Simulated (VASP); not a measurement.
```
HgTe
1.0
    0.00000     3.27262     3.27262
    3.27262     0.00000     3.27262
    3.27262     3.27262     0.00000
Hg Te
1 1
Cartesian
  0.00000   0.00000   0.00000
  1.63631   1.63631   1.63631
```

Level of theory: vdW-DF-cx, VASP's PBE PAW potentials (set 64) (plane waves; VASP 6.6.1). Settings: 520 eV cut-off, 11×11×11 Γ-centred mesh, tetrahedra with Blöchl corrections, potentials Hg Te.

Unless said otherwise, spin-orbit coupling is left out, though it shifts the bands of the heavy elements here.

Question: Tabulate the total density of states (states/eV per cell) against energy (eV; zero at the valence-band maximum or, without a gap, the Fermi level).

Answer: 
(E (eV), DOS (states/eV)): (-9.89, 0.00); (-9.65, 0.00); (-9.42, 0.00); (-9.18, 0.00); (-8.94, 0.00); (-8.82, 0.00); (-8.58, 0.00); (-8.35, 0.00); (-8.11, 0.00); (-7.87, 0.00); (-7.63, 0.00); (-7.40, 0.00); (-7.16, 1.05); (-6.92, 19.0); (-6.68, 19.8); (-6.57, 11.2); (-6.33, 3.54); (-6.09, 0.24); (-5.85, 0.00); (-5.62, 0.00); (-5.38, 0.00); (-5.14, 3.38); (-4.90, 1.36); (-4.67, 0.87); (-4.43, 0.67); (-4.31, 0.57); (-4.07, 0.46); (-3.83, 0.38); (-3.60, 0.29); (-3.36, 0.25); (-3.12, 0.20); (-2.88, 0.15); (-2.65, 1.75); (-2.41, 1.70); (-2.17, 1.95); (-2.05, 2.19); (-1.82, 2.12); (-1.58, 2.01); (-1.34, 1.97); (-1.10, 1.90); (-0.87, 1.41); (-0.63, 0.84); (-0.39, 0.53); (-0.15, 0.24); (0.08, 0.00); (0.20, 0.01); (0.44, 0.03); (0.68, 0.09); (0.92, 0.37); (1.15, 0.63); (1.39, 0.71); (1.63, 0.81); (1.87, 1.26); (2.10, 2.12); (2.34, 1.46); (2.46, 0.86); (2.70, 0.57); (2.93, 0.33); (3.17, 0.47); (3.41, 0.59)
Within 2 eV below the Fermi level the largest weight inside VASP's projection spheres is Te p, then Hg d.

The compound is HgTe in the zinc blende structure. It was relaxed first.
